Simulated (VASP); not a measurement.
Consider the following.

```xyz
6
Lattice="4.3244 0.0000 0.0000 0.0000 4.3244 0.0000 0.0000 0.0000 4.3244" Properties=species:S:1:pos:R:3 pbc="T T T"
Cu     1.0811     1.0811     3.2433
Cu     1.0811     3.2433     1.0811
Cu     3.2433     3.2433     3.2433
Cu     3.2433     1.0811     1.0811
O      2.1622     2.1622     2.1622
O      0.0000     0.0000     0.0000
```

The numbers are results of PBE GGA, VASP's PBE PAW potentials (set 64) (plane waves; VASP 6.6.1), not measurements. Run with 400 eV cut-off, 4×4×4 Γ-centred mesh, Gaussian smearing of 0.010 eV, potentials Cu O.

At this cut-off the stress carries a Pulay error, which pulls relaxed volumes low. Energy and stress use the plane-wave basis of the starting cell.

The ions, cell shape and volume are relaxed. What does this cell relax into?

```xyz
6
Lattice="4.2780 0.0000 0.0000 0.0000 4.2780 0.0000 0.0000 0.0000 4.2780" Properties=species:S:1:pos:R:3 pbc="T T T"
Cu     1.0695     1.0695     3.2085
Cu     1.0695     3.2085     1.0695
Cu     3.2085     3.2085     3.2085
Cu     3.2085     1.0695     1.0695
O      2.1390     2.1390     2.1390
O      0.0000     0.0000     0.0000
```
Space group Pn-3m (224), at a tolerance of 0.03 Å.

How do energy and volume change from the first to the last step?

The energy (σ→0) changes by -5.6 meV/atom and the volume by -3.2 %, in 3 ionic steps.

```csv
step,E(σ→0) (eV),max force (eV/Å),pressure (GPa),volume (Å³)
1,-27.3170,0.000,-4.04,80.87
2,-27.3406,0.000,2.44,76.96
3,-27.3508,0.000,0.02,78.29
```

The structure comes from a computed database's Cu2O entry; how it stands against other phases isn't given here. This run relaxes it. Symmetry was kept, so distortions that lower it aren't found. The run is one of a series of settings (EDIFFG = -0.01, IBRION = 2, ISIF = 3, NSW = 50 against the base run), some of them coarse on purpose.
